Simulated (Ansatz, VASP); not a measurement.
**Cross-check of CdAu between VASP and Ansatz**

Aim: how closely do two programs agree when they are given the same cell, functional and k mesh? The cell is taken from a series of runs on this material, whose earlier steps may have relaxed, scaled, displaced or heated it; both programs get it as it stands.

Program: Ansatz 0.2.0. Level of theory: plane waves, with VASP 6.6.1 beside it; zone-centre phonons at PBEsol. Results are calculated unless marked as measured.

## (1) Set-up

The structure is orthorhombic, space group Pmma (No. 51). The conventional cell has a = 4.781 Å, b = 3.047 Å, c = 4.991 Å, α = 90.00°, β = 90.00°, γ = 90.00°. Nearest to Cd lie 8 Au at 2.90 to 2.94 Å and 4 Cd at 3.05 to 3.07 Å. Nearest to Au lie 8 Cd at 2.90 to 2.94 Å and 4 Au at 3.04 to 3.05 Å. Farther neighbours are not listed.

Structure file:

```cif
data_structure
_symmetry_space_group_name_H-M 'Pmma'
_symmetry_Int_Tables_number 51
_cell_length_a 4.7810
_cell_length_b 3.0468
_cell_length_c 4.9914
_cell_angle_alpha 90.000
_cell_angle_beta 90.000
_cell_angle_gamma 90.000
_cell_volume 72.71
loop_
_atom_site_label
_atom_site_type_symbol
_atom_site_symmetry_multiplicity
_atom_site_Wyckoff_symbol
_atom_site_fract_x
_atom_site_fract_y
_atom_site_fract_z
_atom_site_occupancy
Cd1 Cd 2 f 0.25000 0.50000 0.80776 1
Au1 Au 2 e 0.25000 0.00000 0.31225 1
```

## (2) VASP: zone-centre phonons, PBEsol

Second derivatives magnify differences that forces hide, and they need a tight electronic threshold.

Lines of VASP's logs that name or quote its potential files are left out, and so is its time.

INCAR

```
SYSTEM = CdAu
PREC = Accurate
ENCUT = 500
EDIFF = 1E-08
NELM = 120
ISMEAR = 1
SIGMA = 0.2
LREAL = .FALSE.
ALGO = Normal
GGA = PS
NBANDS = 29
LASPH = .TRUE.
LORBIT = 11
LWAVE = .FALSE.
LCHARG = .FALSE.
ISIF = 2
IBRION = 8
GGA_COMPAT = .FALSE.
KPAR = 2
```

POSCAR

```
CdAu
1.0
    4.7809699233      0.0000000000      0.0000000000
    0.0000000000      3.0467564516      0.0000000000
    0.0000000000      0.0000000000      4.9913963142
Cd Au
2 2
Direct
    0.2500000000      0.5000000000      0.8077624823
    0.7500000000      0.5000000000      0.1922375177
    0.2500000000      0.0000000000      0.3122542333
    0.7500000000      0.0000000000      0.6877457667
```

KPOINTS

```
Automatic mesh
0
Gamma
10 14 8
0 0 0
```

Potentials, in the order of the species: Cd and Au (PBE family, release 64).

On the command line:

```
$ mpirun -np 2 vasp_std
```

Numbers of over 12 decimals in the logs are rounded to 6 here.

What it wrote:

```text
[banner, memory and clock lines left out]
running    2 mpi-ranks, on    1 nodes
 distrk:  each k-point on    1 cores,    2 groups
 distr:  one band on    1 cores,    1 groups

 POSCAR found type information on POSCAR CdAu
 POSCAR found :  2 types and       4 ions
|                                                                             |
|               ----> ADVICE to this user running VASP <----                  |
|                                                                             |
|     You enforced a specific xc type in the INCAR file but a different       |
|     [... a line on the potential file left out ...]
|     I HOPE YOU KNOW WHAT YOU ARE DOING!                                     |
|                                                                             |

 LDA part: xc-table for (Slater+PW92), standard interpolation
 POSCAR, INCAR and KPOINTS ok, starting setup
 FFT: planning ... GRIDC
 FFT: planning ... GRID_SOFT
 FFT: planning ... GRID
 WAVECAR not read
 entering main loop
       N       E                     dE             d eps       ncg     rms          rms(c)
DAV:   1     0.343503139442E+03    0.34350E+03   -0.24106E+04 13920   0.155E+03
DAV:   2    -0.118979673595E+01   -0.34469E+03   -0.32984E+03 14677   0.391E+02
DAV:   3    -0.118343059865E+02   -0.10645E+02   -0.10531E+02 15731   0.766E+01
DAV:   4    -0.118950413063E+02   -0.60735E-01   -0.60705E-01 14965   0.513E+00
DAV:   5    -0.118954500850E+02   -0.40878E-03   -0.40877E-03 15615   0.463E-01    0.127E+01
DAV:   6    -0.110583511902E+02    0.83710E+00   -0.25199E+00 14740   0.124E+01    0.798E+00
DAV:   7    -0.109859653387E+02    0.72386E-01   -0.14360E-01 14913   0.438E+00    0.429E+00
DAV:   8    -0.109752582871E+02    0.10707E-01   -0.36210E-02 15353   0.160E+00    0.296E-01
DAV:   9    -0.109744685875E+02    0.78970E-03   -0.44089E-03 14935   0.662E-01    0.218E-01
DAV:  10    -0.109744790404E+02   -0.10453E-04   -0.21606E-04 15405   0.123E-01    0.500E-02
DAV:  11    -0.109744830998E+02   -0.40594E-05   -0.11017E-05 14875   0.381E-02    0.803E-03
DAV:  12    -0.109744829607E+02    0.13906E-06   -0.41360E-07 15225   0.558E-03    0.269E-03
DAV:  13    -0.109744829500E+02    0.10726E-07   -0.73420E-08 15238   0.233E-03    0.255E-04
DAV:  14    -0.109744829565E+02   -0.65329E-08   -0.69738E-09  8135   0.844E-04
   1 F= -.10974483E+02 E0= -.10975085E+02  d E =0.180498E-02
 Linear response reoptimize wavefunctions to high precision
DAV:   1    -0.109744829518E+02    0.47166E-08   -0.82305E-10  8055   0.282E-04
DAV:   2    -0.109744829518E+02   -0.36380E-11   -0.12479E-10  7660   0.867E-05
 Linear response DOF=           6
 Linear response progress:
  Degree of freedom:   1/  6
       N       E                     dE             d eps       ncg     rms          rms(c)
RMM:   1    -0.436904926412E+00   -0.43690E+00   -0.20677E-01 35215   0.266E+00
RMM:   2    -0.437015383258E+00   -0.11046E-03   -0.10051E-03 29460   0.223E-01    0.560E-02
RMM:   3    -0.436664246935E+00    0.35114E-03   -0.21007E-05 30778   0.268E-02    0.319E-02
RMM:   4    -0.436260186790E+00    0.40406E-03   -0.18066E-05 27754   0.241E-02    0.466E-03
RMM:   5    -0.436231441199E+00    0.28746E-04   -0.60661E-07 31268   0.529E-03    0.156E-03
RMM:   6    -0.436227193766E+00    0.42474E-05    0.90848E-08 31166   0.156E-03    0.263E-04
RMM:   7    -0.436227086852E+00    0.10691E-06    0.21942E-08 31633   0.256E-04    0.106E-04
RMM:   8    -0.436227140497E+00   -0.53645E-07   -0.14676E-09 31670   0.679E-05    0.384E-05
RMM:   9    -0.436227071112E+00    0.69385E-07   -0.17130E-09 31730   0.331E-05    0.945E-06
RMM:  10    -0.436227000552E+00    0.70559E-07    0.18067E-09 31949   0.152E-05    0.321E-06
RMM:  11    -0.436226970509E+00    0.30043E-07    0.17208E-09 27378   0.977E-06    0.664E-07
RMM:  12    -0.436226967582E+00    0.29269E-08   -0.77286E-10 13874   0.805E-06    0.190E-07
 first order change of Fermi-energy  -0.18418E-04
 force on displaced ion       1 direction 1 :  -5.634   0.000   0.000
 Linear response progress:
  Degree of freedom:   2/  6
       N       E                     dE             d eps       ncg     rms          rms(c)
RMM:   1    -0.419999046225E+00   -0.42000E+00   -0.20633E-01 35499   0.258E+00
RMM:   2    -0.420766070800E+00   -0.76702E-03   -0.92707E-04 30459   0.204E-01    0.410E-02
RMM:   3    -0.420369190236E+00    0.39688E-03   -0.11446E-05 30177   0.211E-02    0.237E-02
RMM:   4    -0.419876268835E+00    0.49292E-03   -0.13382E-05 29706   0.218E-02    0.284E-03
RMM:   5    -0.419859922764E+00    0.16346E-04   -0.36796E-07 32545   0.368E-03    0.118E-03
RMM:   6    -0.419850250792E+00    0.96720E-05   -0.52052E-08 32099   0.133E-03    0.167E-04
RMM:   7    -0.419850846051E+00   -0.59526E-06   -0.18815E-10 32795   0.209E-04    0.808E-05
RMM:   8    -0.419850697681E+00    0.14837E-06   -0.13654E-10 32477   0.875E-05    0.260E-05
RMM:   9    -0.419850675754E+00    0.21927E-07    0.47760E-10 32334   0.282E-05    0.496E-06
RMM:  10    -0.419850666701E+00    0.90527E-08   -0.92699E-11 32880   0.153E-05    0.365E-06
 first order change of Fermi-energy   0.15283E-04
 force on displaced ion       1 direction 2 :   0.000  -2.606  -0.000
 Linear response progress:
  Degree of freedom:   3/  6
       N       E                     dE             d eps       ncg     rms          rms(c)
RMM:   1    -0.437877115965E+00   -0.43788E+00   -0.20650E-01 24837   0.265E+00
RMM:   2    -0.438095442079E+00   -0.21833E-03   -0.10516E-03 21030   0.221E-01    0.648E-02
RMM:   3    -0.437713590822E+00    0.38185E-03   -0.25858E-05 20815   0.298E-02    0.386E-02
RMM:   4    -0.437294326732E+00    0.41926E-03   -0.20616E-05 20202   0.254E-02    0.648E-03
RMM:   5    -0.437253033159E+00    0.41294E-04   -0.79096E-07 22160   0.551E-03    0.288E-03
RMM:   6    -0.437243156678E+00    0.98765E-05   -0.17805E-07 22255   0.213E-03    0.676E-04
RMM:   7    -0.437242193842E+00    0.96284E-06   -0.24856E-08 22393   0.736E-04    0.173E-04
RMM:   8    -0.437242560769E+00   -0.36693E-06   -0.14173E-09 22538   0.152E-04    0.784E-05
RMM:   9    -0.437242617447E+00   -0.56678E-07   -0.98442E-10 22640   0.643E-05    0.215E-05
RMM:  10    -0.437242536858E+00    0.80588E-07   -0.16219E-09 22554   0.301E-05    0.525E-06
RMM:  11    -0.437242508353E+00    0.28505E-07   -0.72668E-09 20606   0.113E-05    0.333E-06
RMM:  12    -0.437242497881E+00    0.10472E-07   -0.38194E-09 18321   0.104E-05    0.708E-07
RMM:  13    -0.437242492456E+00    0.54246E-08   -0.27144E-09 10067   0.822E-06    0.181E-07
 first order change of Fermi-energy  -0.90899E-01
 force on displaced ion       1 direction 3 :   0.000   0.000  -5.203
 Linear response progress:
  Degree of freedom:   4/  6
       N       E                     dE             d eps       ncg     rms          rms(c)
RMM:   1    -0.304243142277E+00   -0.30424E+00   -0.26532E-01 32233   0.271E+00
RMM:   2    -0.300049871125E+00    0.41933E-02   -0.47959E-03 29392   0.412E-01    0.958E-02
RMM:   3    -0.299827476162E+00    0.22239E-03   -0.33608E-04 30489   0.803E-02    0.511E-02
RMM:   4    -0.299846026441E+00   -0.18550E-04   -0.26294E-04 30882   0.681E-02    0.134E-02
RMM:   5    -0.299842502146E+00    0.35243E-05   -0.11624E-05 30768   0.149E-02    0.493E-03
RMM:   6    -0.299815558632E+00    0.26944E-04   -0.46715E-06 31373   0.522E-03    0.172E-03
RMM:   7    -0.299798042568E+00    0.17516E-04    0.94460E-08 31151   0.204E-03    0.353E-04
RMM:   8    -0.299791300853E+00    0.67417E-05   -0.80245E-08 31555   0.362E-04    0.797E-05
RMM:   9    -0.299789573844E+00    0.17270E-05   -0.49831E-08 31693   0.812E-05    0.420E-05
RMM:  10    -0.299789078132E+00    0.49571E-06   -0.56927E-08 31503   0.776E-05    0.668E-06
RMM:  11    -0.299789086042E+00   -0.79104E-08   -0.35048E-07 32528   0.223E-05    0.665E-06
RMM:  12    -0.299789116221E+00   -0.30179E-07   -0.71029E-08 29480   0.166E-05    0.205E-06
RMM:  13    -0.299789134915E+00   -0.18695E-07   -0.49552E-08 25299   0.129E-05    0.533E-07
RMM:  14    -0.299789139863E+00   -0.49475E-08    0.26752E-10 20127   0.114E-05    0.635E-08
 first order change of Fermi-energy   0.69060E-04
 force on displaced ion       3 direction 1 :  -5.250   0.000  -0.000
 Linear response progress:
  Degree of freedom:   5/  6
       N       E                     dE             d eps       ncg     rms          rms(c)
RMM:   1    -0.280429793418E+00   -0.28043E+00   -0.25190E-01 32764   0.265E+00
RMM:   2    -0.278620250995E+00    0.18095E-02   -0.39810E-03 30548   0.366E-01    0.897E-02
RMM:   3    -0.278190977446E+00    0.42927E-03   -0.36541E-04 31126   0.847E-02    0.431E-02
RMM:   4    -0.278062334831E+00    0.12864E-03   -0.29858E-04 31926   0.715E-02    0.108E-02
RMM:   5    -0.278063583789E+00   -0.12490E-05   -0.11346E-05 31488   0.169E-02    0.395E-03
RMM:   6    -0.278032866746E+00    0.30717E-04   -0.26485E-06 32031   0.696E-03    0.132E-03
RMM:   7    -0.278016879806E+00    0.15987E-04   -0.48990E-08 32485   0.142E-03    0.443E-04
RMM:   8    -0.278014833814E+00    0.20460E-05   -0.15336E-08 32164   0.495E-04    0.136E-04
RMM:   9    -0.278012660517E+00    0.21733E-05   -0.94251E-09 32690   0.211E-04    0.335E-05
RMM:  10    -0.278012298563E+00    0.36195E-06   -0.38411E-08 32295   0.681E-05    0.811E-06
RMM:  11    -0.278012367568E+00   -0.69005E-07   -0.71555E-08 31670   0.181E-05    0.335E-06
RMM:  12    -0.278012380514E+00   -0.12945E-07   -0.77486E-09 24323   0.123E-05    0.166E-06
RMM:  13    -0.278012391842E+00   -0.11328E-07   -0.90473E-09 27069   0.122E-05    0.147E-07
RMM:  14    -0.278012394543E+00   -0.27012E-08   -0.54145E-09 14299   0.107E-05    0.398E-08
 first order change of Fermi-energy   0.16872E-03
 force on displaced ion       3 direction 2 :   0.000  -2.706  -0.001
 Linear response progress:
  Degree of freedom:   6/  6
       N       E                     dE             d eps       ncg     rms          rms(c)
RMM:   1    -0.305271010669E+00   -0.30527E+00   -0.26344E-01 22950   0.271E+00
RMM:   2    -0.301390729596E+00    0.38803E-02   -0.47545E-03 20973   0.414E-01    0.109E-01
RMM:   3    -0.301151675454E+00    0.23905E-03   -0.31420E-04 21656   0.820E-02    0.602E-02
RMM:   4    -0.301168541720E+00   -0.16866E-04   -0.24242E-04 22006   0.696E-02    0.161E-02
RMM:   5    -0.301168446164E+00    0.95556E-07   -0.78014E-06 22053   0.142E-02    0.745E-03
RMM:   6    -0.301149031561E+00    0.19415E-04   -0.40923E-07 22327   0.317E-03    0.245E-03
RMM:   7    -0.301124734843E+00    0.24297E-04   -0.16874E-07 22469   0.197E-03    0.708E-04
RMM:   8    -0.301117327801E+00    0.74070E-05   -0.35287E-08 22318   0.856E-04    0.197E-04
RMM:   9    -0.301113866941E+00    0.34609E-05   -0.16392E-09 22567   0.183E-04    0.783E-05
RMM:  10    -0.301112403025E+00    0.14639E-05   -0.13724E-08 22684   0.718E-05    0.177E-05
RMM:  11    -0.301112056256E+00    0.34677E-06   -0.78995E-08 22921   0.383E-05    0.729E-06
RMM:  12    -0.301112093286E+00   -0.37030E-07   -0.19526E-07 20756   0.199E-05    0.214E-06
RMM:  13    -0.301112121681E+00   -0.28395E-07   -0.18212E-08 18223   0.142E-05    0.520E-07
RMM:  14    -0.301112124039E+00   -0.23581E-08   -0.12860E-08 12990   0.124E-05    0.142E-07
 first order change of Fermi-energy  -0.33288E-01
 force on displaced ion       3 direction 3 :   0.000   0.000  -5.011
 Linear response finished
```

(Continued in part 2 of 2.)

[Lines on the potential files, build, host, timing and source positions are cut from VASP's logs without a mark.]

[Logs are printed without paths, hosts, clocks, repeated set-up lines and the standing remarks that a program may print on its own settings, such as how far it seeks lower states.]

[Hosts, paths, dates, database ids (printed as entryN), source tags and the programs' standing remarks are cut or masked in the printed files.]
